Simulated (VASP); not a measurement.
A VASP calculation is set up with these files.

KPOINTS:
```
K-points
0
gamma
  10 10 10
0 0 0
```

### INCAR
```
SYSTEM = NbSi
PREC = Accurate; ENCUT = 400; LREAL = .FALSE.
LASPH = .TRUE.
EDIFF = 1E-6; NELM = 100; ALGO = Normal
LMAXMIX = 4
ISMEAR = 1; SIGMA = 0.1
GGA = PS
IBRION = 2; NSW = 60; ISIF = 3
EDIFFG = -0.01
LWAVE = .FALSE.; LCHARG = .FALSE.
```

File POSCAR:
```
NbSi
1
    0.0000000000     2.7679940000     2.7679940000
    2.7679940000     0.0000000000     2.7679940000
    2.7679940000     2.7679940000     0.0000000000
Si Nb
1 1
Direct
  0.0000000000   0.0000000000   0.0000000000
  0.5000000000   0.5000000000   0.5000000000
```

POTCAR, in this order: Si Nb_sv (PBE.64 set). Program: vasp_std.

Question: Write an equivalent input for Ansatz.

Answer: One equivalent input (not run):
Ansatz 0.2 input:
```yaml
crystal:
  lattice:
    - [0.0000000, 2.7679940, 2.7679940]
    - [2.7679940, 0.0000000, 2.7679940]
    - [2.7679940, 2.7679940, 0.0000000]
  atoms:
    - { symbol: Si, position: [0.0000000, 0.0000000, 0.0000000] }
    - { symbol: Nb, position: [0.5000000, 0.5000000, 0.5000000] }
kpoints:
  mp_grid: { grid: [10, 10, 10] }
hamiltonian:
  xc: pbesol
  pseudopotentials: { kind: paw }
scf:
  occupations: { method: methfessel_paxton, width: 0.1 }
  max_iter: 100
relax:
  max_steps: 60
  f_tol: 0.01
  cell: {}
output: { forces: true, stress: true, eigenvalues: true }
```
The two are equivalent in intent, not identical: each code has its own PAW files, so the cut-off isn't converted (ENCUT is set for VASP's; basis.ecutwfc is left out, and Ansatz then takes the one that its files recommend); Ansatz stops its SCF on the density residual and VASP on the energy change (EDIFF).

The structure was generated: NbSi was put into the rocksalt type (Fm-3m), which need not be its known phase. This run relaxes it. Symmetry was kept, so distortions that lower it aren't found.
